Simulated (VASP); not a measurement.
Input for VASP

**KPOINTS**
```
Automatic mesh
0
Gamma
6 6 6
0 0 0
```

**INCAR**
```
SYSTEM = Mg2Ge
PREC = Accurate; ENCUT = 520; LREAL = F
LASPH = T
EDIFF = 1E-6; NELM = 100; ALGO = Normal
LMAXMIX = 4
ISMEAR = 0; SIGMA = 0.05
GGA = PE
IBRION = 2; NSW = 60; ISIF = 3
EDIFFG = -0.02
LWAVE = F; LCHARG = F
```

**POSCAR**
```
Mg2Ge
1
    0.0000000000     3.1950000000     3.1950000000
    3.1950000000     0.0000000000     3.1950000000
    3.1950000000     3.1950000000     0.0000000000
Mg Ge
2 1
Direct
  0.2500000000   0.2500000000   0.2500000000
  0.7500000000   0.7500000000   0.7500000000
  0.0000000000   0.0000000000   0.0000000000
```

POTCAR, in this order: Mg Ge_d (PBE.64 set). Program: vasp_std.

Q: Write an equivalent input for Ansatz.

A: One equivalent input (not run):
Ansatz 0.2 input:
```yaml
crystal:
  lattice:
    - [0.0000000, 3.1950000, 3.1950000]
    - [3.1950000, 0.0000000, 3.1950000]
    - [3.1950000, 3.1950000, 0.0000000]
  atoms:
    - { symbol: Mg, position: [0.2500000, 0.2500000, 0.2500000] }
    - { symbol: Mg, position: [0.7500000, 0.7500000, 0.7500000] }
    - { symbol: Ge, position: [0.0000000, 0.0000000, 0.0000000] }
kpoints:
  mp_grid: { grid: [6, 6, 6] }
hamiltonian:
  xc: pbe
  pseudopotentials: { kind: paw }
scf:
  occupations: { method: gaussian, width: 0.05 }
  max_iter: 100
relax:
  max_steps: 60
  f_tol: 0.02
  cell: {}
output: { forces: true, stress: true, eigenvalues: true }
```
What does not carry over: each code has its own PAW files, so the cut-off isn't converted (ENCUT is set for VASP's; basis.ecutwfc is left out, and Ansatz then takes the one that its files recommend); Ansatz stops its SCF on the density residual and VASP on the energy change (EDIFF).

The compound is Mg2Ge in the antifluorite structure. This run relaxes it. Symmetry was kept, so distortions that lower it aren't found. The start is the result of an earlier pass.
